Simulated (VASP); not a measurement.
Given:

```
MoTe2
1.0
    1.74872    -3.02887     0.00000
    1.74872     3.02887     0.00000
    0.00000     0.00000    13.97315
Te Mo
4 2
Direct
  0.33333   0.66667   0.87916
  0.66667   0.33333   0.37916
  0.66667   0.33333   0.12084
  0.33333   0.66667   0.62084
  0.33333   0.66667   0.25000
  0.66667   0.33333   0.75000
```

Method: optB86b-vdW, VASP's PBE PAW potentials (set 64) (plane waves; VASP 6.6.1). Settings: 520 eV cut-off, 7×7×2 Γ-centred mesh, Gaussian smearing of 0.050 eV, potentials Te Mo_sv.

Energy and stress use the plane-wave basis of the starting cell.

### Question
The ions, cell shape and volume are relaxed. Which structure does the run end with?

### Answer

```
MoTe2
1.0
    1.76609    -3.05896     0.00000
    1.76609     3.05896     0.00000
    0.00000     0.00000    14.03732
Te Mo
4 2
Direct
  0.33333   0.66667   0.87934
  0.66667   0.33333   0.37934
  0.66667   0.33333   0.12066
  0.33333   0.66667   0.62066
  0.33333   0.66667   0.25000
  0.66667   0.33333   0.75000
```
Space group P6_3/mmc (194), at a tolerance of 0.03 Å.

### Question
How do energy and volume change from the first to the last step?

### Answer
The energy (σ→0) changes by -5.1 meV/atom and the volume by +2.5 %, in 6 ionic steps.

```
step  E(σ→0) (eV)  max force (eV/Å)  pressure (GPa)  volume (Å³)
----  -----------  ----------------  --------------  -----------
1        -23.1448             0.313            2.61       148.02
2        -23.0925             0.640           -3.73       156.80
3        -23.1737             0.067            0.07       151.21
4        -23.1737             0.060            0.10       151.15
5        -23.1754             0.020            0.05       151.54
6        -23.1755             0.007            0.03       151.67
```

The compound is MoTe2 in the 2H layered structure. This run relaxes it. Symmetry was kept, so distortions that lower it aren't found.
